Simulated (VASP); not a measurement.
BeRu3:

```
Ru Be
1.0
    -1.80576    1.80576    3.95339
     1.80576   -1.80576    3.95339
     1.80576    1.80576   -3.95339
Ru Be
3 1
Cartesian
  0.0000 0.0000 3.9534
  1.8058 0.0000 1.9767
  0.0000 1.8058 1.9767
  0.0000 0.0000 0.0000
```

The cell comes from a database or a generator and needn't be the stable form of this composition.

- Program: VASP 6.6.1
- Task: single point
- Functional: PBE
- Potentials or basis: VASP PAW PBE potentials, release 64 (Ru_pv, Be)
- Cutoff: 520 eV
- k mesh: 10 × 10 × 10
- Occupations: fermi-dirac, width 0.05 eV
- Spin: no spin polarisation

On this cell: pressure -2.2 GPa; largest force under 0.003 eV/Å; band gap on the k mesh none (metal or under the smearing width).

The same run follows on a disturbed copy (atoms moved at random, drawn with an rms of 0.05 Å):

```
CELL_PARAMETERS angstrom
-1.80576 1.80576 3.95339
1.80576 -1.80576 3.95339
1.80576 1.80576 -3.95339
ATOMIC_POSITIONS crystal
Ru 0.49551 0.49538 0.99022
Ru 0.25321 0.76732 0.50190
Ru 0.75650 0.23620 0.49499
Be 0.98138 0.98335 0.98379
```

Question: What changes?

Answer: The energy (extrapolated to zero smearing) moves by +20.6 meV/atom; pressure -1.1 GPa; largest force 1.183 eV/Å; band gap on the k mesh none (metal or under the smearing width).

Forces on the atoms (eV/Å):
```
Ru   0.037  0.040  0.297
Ru  -0.633  0.352 -0.935
Ru   0.593 -0.456  0.268
Be   0.003  0.064  0.370
```

Stress tensor (GPa, compression positive):
```
 0.48 -0.53  1.38
-0.53 -2.56  0.93
 1.38  0.93 -1.16
```
